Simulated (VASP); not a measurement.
Here is a VASP 6.6.1 calculation.

File POSCAR:

```
AlN                                     
1.0
    3.1278342208      0.0000000000      0.0000000000
   -1.5639171604      2.7087839215      0.0000000000
    0.0000000000      0.0000000000      5.0156648444
  Al              N             
     2     2
Direct
     0.6666666699999979    0.3333333300000021    0.4992676207630851
     0.3333333300000021    0.6666666699999979    0.9992676207630851
     0.6666666699999979    0.3333333300000021    0.8807323792369175
     0.3333333300000021    0.6666666699999979    0.3807323792369175
```

Contents of INCAR.step1:

```
ALGO = Normal ; EDIFF = 1E-5
ENCUT = 450 ; GGA = PE
ISIF = 2 ; ISMEAR = 0
KPAR = 4 ; LASPH = True
LCHARG = False ; LREAL = False
LWAVE = True ; NELM = 120
PREC = Accurate ; SIGMA = 0.02
```

INCAR.step2

```
AEXX = 0.25 ; ALGO = Normal
EDIFF = 1E-6 ; ENCUT = 450
GGA = PE ; HFRCUT = -1
ISIF = 2 ; ISMEAR = 0
ISTART = 1 ; KPAR = 4
LASPH = True ; LCHARG = False
LHFCALC = True ; LREAL = False
LWAVE = False ; NELM = 120
PREC = Accurate ; PRECFOCK = Fast
SIGMA = 0.02
```

KPOINTS

```
k-points
0
Gamma
  8 8 6
```

Contents of KPOINTS_OPT:

```
path GMKGALHA,LM,KH
12
line-mode
reciprocal
 0.0000000000  0.0000000000  0.0000000000  G
 0.5000000000  0.0000000000  0.0000000000  M

 0.5000000000  0.0000000000  0.0000000000  M
 0.3333333333  0.3333333333  0.0000000000  K

 0.3333333333  0.3333333333  0.0000000000  K
 0.0000000000  0.0000000000  0.0000000000  G

 0.0000000000  0.0000000000  0.0000000000  G
 0.0000000000  0.0000000000  0.5000000000  A

 0.0000000000  0.0000000000  0.5000000000  A
 0.5000000000  0.0000000000  0.5000000000  L

 0.5000000000  0.0000000000  0.5000000000  L
 0.3333333333  0.3333333333  0.5000000000  H

 0.3333333333  0.3333333333  0.5000000000  H
 0.0000000000  0.0000000000  0.5000000000  A

 0.5000000000  0.0000000000  0.5000000000  L
 0.5000000000  0.0000000000  0.0000000000  M

 0.3333333333  0.3333333333  0.0000000000  K
 0.3333333333  0.3333333333  0.5000000000  H
```

Potentials or basis: VASP PAW PBE potentials, release 64 (Al, N).

Run with:

```sh
$ cat potpaw_PBE.64/Al/POTCAR potpaw_PBE.64/N/POTCAR > POTCAR
$ cp INCAR.step1 INCAR
$ mpirun -np 4 vasp_std > vasp.out
$ cp INCAR.step2 INCAR
$ mpirun -np 4 vasp_std > vasp.out
```

(1) Predict the band gap along the path.

(2) Estimate the band gap on the k mesh.

Results:

(1) 6.12 eV, direct.

(2) 6.12 eV, direct.

**Measured values to compare with.**

“Self-assembly of well-separated AlN nanowires directly on sputtered metallic TiN films”, 2019, arxiv:1910.07391 quotes, for a bulk crystal of AlN at 10 K: band gap 6.034 eV (an exciton energy, a little under the gap).

Measured gap of AlN: 6.034 eV (an exciton energy, a little under the gap; 10 K; quoted in “Self-assembly of well-separated AlN nanowires directly on sputtered metallic TiN films”, 2019, arxiv:1910.07391). This calculation gives 6.12 eV (+0.08 eV). 2 values of this kind are on record (6.034 to 6.0343 eV); this one was drawn at random. The value is that of PBE0, without temperature or zero-point motion. The cell is a database's relaxed one, not the measured one, which moves gaps too.
